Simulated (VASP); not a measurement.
All values below come from PBEsol GGA, VASP's PBE PAW potentials (set 64) (plane waves; VASP).

A VASP calculation is set up with these files.

INCAR:
```
SYSTEM = CaO
PREC = Accurate
ENCUT = 620
EDIFF = 1E-6
NELM = 100
ALGO = Normal
LREAL = .FALSE.
LASPH = .TRUE.
ISMEAR = 0
SIGMA = 0.05
GGA = PS
LWAVE = .FALSE.
LCHARG = .FALSE.
IBRION = 2
ISIF = 3
NSW = 40
EDIFFG = -0.02
PSTRESS = 100
```

POSCAR:
```
CaO
1
   -0.0000000000     2.3295468098     2.3295468098
    2.3295468098     0.0000000000     2.3295468098
    2.3295468098     2.3295468098     0.0000000000
Ca O
1 1
Direct
  0.0000000000   0.0000000000   0.0000000000
  0.5000000000   0.5000000000   0.5000000000
```

KPOINTS:
```
kpoints
0
G
10 10 10
0 0 0
```

POTCAR, in this order: Ca_sv O (PBE.64 set). Program: vasp_std.

What VASP printed:

**OSZICAR**
```
       N       E                     dE             d eps       ncg     rms          rms(c)
DAV:   1     0.149482119458E+03    0.14948E+03   -0.99151E+03  1128   0.159E+03
DAV:   2    -0.679606930941E+01   -0.15628E+03   -0.14780E+03  1304   0.375E+02
DAV:   3    -0.146176869391E+02   -0.78216E+01   -0.76442E+01  1408   0.843E+01
DAV:   4    -0.148974264399E+02   -0.27974E+00   -0.27924E+00  1664   0.139E+01
DAV:   5    -0.149004502118E+02   -0.30238E-02   -0.30235E-02  1360   0.155E+00    0.811E+00
DAV:   6    -0.134149333981E+02    0.14855E+01   -0.72326E+00  1304   0.264E+01    0.341E+00
DAV:   7    -0.133688580573E+02    0.46075E-01   -0.58679E-01  1516   0.797E+00    0.167E+00
DAV:   8    -0.133562953128E+02    0.12563E-01   -0.69534E-02  1280   0.305E+00    0.378E-01
DAV:   9    -0.133543482131E+02    0.19471E-02   -0.19112E-02  1388   0.121E+00    0.129E-01
DAV:  10    -0.133545428547E+02   -0.19464E-03   -0.16987E-03  1260   0.467E-01    0.219E-02
DAV:  11    -0.133545578703E+02   -0.15016E-04   -0.14690E-04  1564   0.121E-01    0.171E-02
DAV:  12    -0.133545533940E+02    0.44763E-05   -0.18124E-05  1364   0.525E-02    0.306E-03
DAV:  13    -0.133545534072E+02   -0.13251E-07   -0.16425E-06  1028   0.127E-02
   1 F= -.11776456E+02 E0= -.11776456E+02  d E =-.117765E+02
```

### OUTCAR
```
------------------------ aborting loop because EDIFF is reached ----------------------------------------
  FORCE on cell =-STRESS in cart. coord.  units (eV):
  Direction    XX          YY          ZZ          XY          YZ          ZX
  --------------------------------------------------------------------------------------
  Total        1.5768238      1.5768238      1.5768238      0.0000000      0.0000000      0.0000000
  in kB       99.9193124     99.9193124     99.9193124      0.0000000      0.0000000      0.0000000
  external PRESSURE =      -0.0806876 kB  Pullay stress =     100.0000000 kB
  volume of cell :       25.28
      direct lattice vectors                 reciprocal lattice vectors
     0.000000000  2.329546810  2.329546810    -0.214634021  0.214634021  0.214634021
     2.329546810  0.000000000  2.329546810     0.214634021 -0.214634021  0.214634021
     2.329546810  2.329546810  0.000000000     0.214634021  0.214634021 -0.214634021
  FREE ENERGIE OF THE ION-ELECTRON SYSTEM (eV)
  ---------------------------------------------------
  free  energy   TOTEN  =       -13.3545534072 eV

  energy  without entropy=      -13.3545534072  energy(sigma->0) =      -13.35455341
  enthalpy is  TOTEN    =       -11.7764562483 eV   P V=        1.5780971589

 reached required accuracy - stopping structural energy minimisation
```
(Selected blocks of OUTCAR.)

File OUTCAR:
```
 val. band max:        2.7512307169   @ k =   0.0000   0.0000   0.0000

 cond. band min:       6.2222205861   @ k =   0.5000   0.5000   0.0000


 Fermi energy:         3.0591576961

 k-point     1 :       0.0000    0.0000    0.0000
  band No.  band energies     occupation
      1     -34.2770      2.00000
      2     -15.0339      2.00000
      3     -15.0339      2.00000
      4     -15.0339      2.00000
      5     -12.8768      2.00000
      6       2.7512      2.00000
      7       2.7512      2.00000
      8       2.7512      2.00000
      9       8.1071      0.00000
     10       9.1502      0.00000
     11       9.1502      0.00000
     12       9.1502      0.00000

 k-point     2 :       0.1000    0.0000    0.0000
  band No.  band energies     occupation
      1     -34.2618      2.00000
      2     -15.2795      2.00000
      3     -15.0406      2.00000
      4     -15.0406      2.00000
      5     -12.6286      2.00000
      6       2.3604      2.00000
      7       2.5830      2.00000
      8       2.5830      2.00000
      9       8.5806      0.00000
     10       9.1163      0.00000
     11       9.3461      0.00000
     12       9.3461      0.00000

 k-point     3 :       0.2000    0.0000    0.0000
  band No.  band energies     occupation
      1     -34.2217      2.00000
      2     -15.7735      2.00000
      3     -15.0581      2.00000
      4     -15.0581      2.00000
      5     -12.1268      2.00000
      6       1.5129      2.00000
      7       2.1840      2.00000
      8       2.1840      2.00000
      9       9.1027      0.00000
     10       9.7204      0.00000
     11       9.8885      0.00000
     12       9.8885      0.00000

 k-point     4 :       0.3000    0.0000    0.0000
  band No.  band energies     occupation
      1     -34.1715      2.00000
      2     -16.2445      2.00000
      3     -15.0795      2.00000
      4     -15.0795      2.00000
      5     -11.6430      2.00000
      6       0.6537      2.00000
...
```

The compound is CaO in the rock salt structure. It was relaxed first under an external pressure of 10 GPa.
